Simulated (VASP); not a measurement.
Input for VASP

### KPOINTS
```
Automatic mesh
0
Gamma
8 8 8
0 0 0
```

File POSCAR:
```
Be2C
1
   -0.0000000000     2.1384617478     2.1384617478
    2.1384617478    -0.0000000000     2.1384617478
    2.1384617478     2.1384617478     0.0000000000
Be C
2 1
Direct
  0.2500000000   0.2500000000   0.2500000000
  0.7500000000   0.7500000000   0.7500000000
  0.0000000000   0.0000000000   0.0000000000
```

INCAR:
```
LWAVE = .FALSE.
LREAL = .FALSE.   ! projection in real space or not
EDIFFG = -0.02   ! ionic stop
ISMEAR = 0   ! Gaussian
LCHARG = .FALSE.
ISIF = 3   ! ions, shape and volume
ALGO = Normal   ! blocked Davidson
ENCUT = 520
IVDW = 12
IBRION = 2
SIGMA = 0.05
NELM = 100
PREC = Accurate
GGA = PE
LASPH = .TRUE.
SYSTEM = Be2C
EDIFF = 1E-6
NSW = 60   ! most ionic steps
```

POTCAR, in this order: Be C (PBE.64 set). Program: vasp_std.

Task: Translate this PBE-D3(BJ) calculation to Ansatz.

Result: One equivalent input (not run):
Ansatz 0.2 input:
```yaml
crystal:
  lattice:
    - [0.0000000, 2.1384617, 2.1384617]
    - [2.1384617, 0.0000000, 2.1384617]
    - [2.1384617, 2.1384617, 0.0000000]
  atoms:
    - { symbol: Be, position: [0.2500000, 0.2500000, 0.2500000] }
    - { symbol: Be, position: [0.7500000, 0.7500000, 0.7500000] }
    - { symbol: C, position: [0.0000000, 0.0000000, 0.0000000] }
kpoints:
  mp_grid: { grid: [8, 8, 8] }
hamiltonian:
  xc: pbe
  dispersion: d3bj
  pseudopotentials: { kind: paw }
scf:
  occupations: { method: gaussian, width: 0.05 }
  max_iter: 100
relax:
  max_steps: 60
  f_tol: 0.02
  cell: {}
output: { forces: true, stress: true, eigenvalues: true }
```
The two are equivalent in intent, not identical: each code has its own PAW files, so the cut-off isn't converted (ENCUT is set for VASP's; basis.ecutwfc is left out, and Ansatz then takes the one that its files recommend); Ansatz stops its SCF on the density residual and VASP on the energy change (EDIFF).

The compound is Be2C in the antifluorite structure. It was relaxed first. The start is the result of an earlier pass.
